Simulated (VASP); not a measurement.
Consider the following.

```
CELL_PARAMETERS angstrom
      3.58527     0.00000     0.00000
     -1.79264     3.10494     0.00000
      0.00000     0.00000     9.45240
ATOMIC_POSITIONS crystal
  Hf 0.33333 0.66667 0.03921
  Hf 0.66667 0.33333 0.53921
  Te 0.33333 0.66667 0.33579
  Te 0.66667 0.33333 0.83579
```

Computed with PBEsol GGA, VASP's PBE PAW potentials (set 64) (plane waves; VASP). Settings: 400 eV cut-off, Gaussian smearing of 0.050 eV, potentials Hf_pv Te.

**Question.** Give the energies of bands 9 to 19 at the high-symmetry points, in eV from the Fermi level.

**Answer.** 
```csv
band,Γ,M,K,A,L,H
9,-6.58,-5.67,-4.62,-5.67,-5.57,-4.57
10,-4.51,-5.57,-4.57,-5.67,-5.57,-4.57
11,-1.86,-3.99,-4.57,-1.12,-3.76,-4.45
12,-0.78,-3.36,-4.27,-1.12,-3.76,-4.45
13,-0.76,-1.88,-3.29,-0.57,-1.54,-3.23
14,-0.76,-1.22,-3.29,-0.57,-1.54,-3.23
15,-0.36,-1.06,-0.29,-0.57,-1.11,-0.20
16,-0.36,-0.96,0.01,-0.57,-1.11,-0.20
17,1.35,0.17,0.40,1.58,0.46,0.03
18,1.35,0.65,0.40,1.58,0.46,0.03
19,2.02,2.18,1.42,1.58,3.33,2.46
```

It has no gap at this level: it comes out as a metal or semimetal.

The structure was generated: HfTe was put into the wurtzite type (P6_3mc), which need not be its known phase. It was relaxed first, which changed the volume by -44 %.
